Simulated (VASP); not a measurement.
Runs of VASP 6.6.1 on CaO. Symmetry: Fm-3m, No. 225, cubic system. The conventional cell has a = 4.815 Å, b = 4.815 Å, c = 4.815 Å, α = 90.00°, β = 90.00°, γ = 90.00°. Around Ca (site symmetry m-3m) lie 6 O at 2.41 Å. Around O (site symmetry m-3m) lie 6 Ca at 2.41 Å. The cell was built by a generator and isn't the measured one.

| level | potentials or basis | k mesh | grid for exact exchange (PRECFOCK) | exchange at q = 0 | screening parameter | gap on the mesh (eV) | pressure (GPa) |
| --- | --- | --- | --- | --- | --- | --- | --- |
| PBE0 | VASP PAW PBE potentials, release 64 (Ca_sv, O) | 8 × 8 × 8 | Fast | default | - | 6.04 | -0.6 |
| r2SCAN | VASP PAW PBE potentials, release 64 (Ca_sv, O) | 8 × 8 × 8 | - | - | - | (a) | -0.4 |
| LDA | VASP PAW LDA potentials, release 64 (Ca_sv, O) | 12 × 12 × 12 | - | - | - | (b) | -6.8 |
| HSE06 | VASP PAW PBE potentials, release 64 (Ca_sv, O) | 8 × 8 × 8 | Fast | - | 0.2 1/A | 5.32 | -0.5 |
| TB-mBJ | VASP PAW PBE potentials, release 64 (Ca_sv, O) | 8 × 8 × 8 | - | - | - | 5.26 | - |

Alike in all rows: task single point; no spin polarisation; cell as given; cutoff (eV) 520; smearing fermi-dirac 0.05 eV.

Fill in the values left out.

(a) 4.19; (b) 3.46.

Caveats: the PAW data sets were made with another functional, which shifts forces and pressure a little (some runs).

A k mesh can miss the band edges.

Runs at the PBE level aren't shown here.
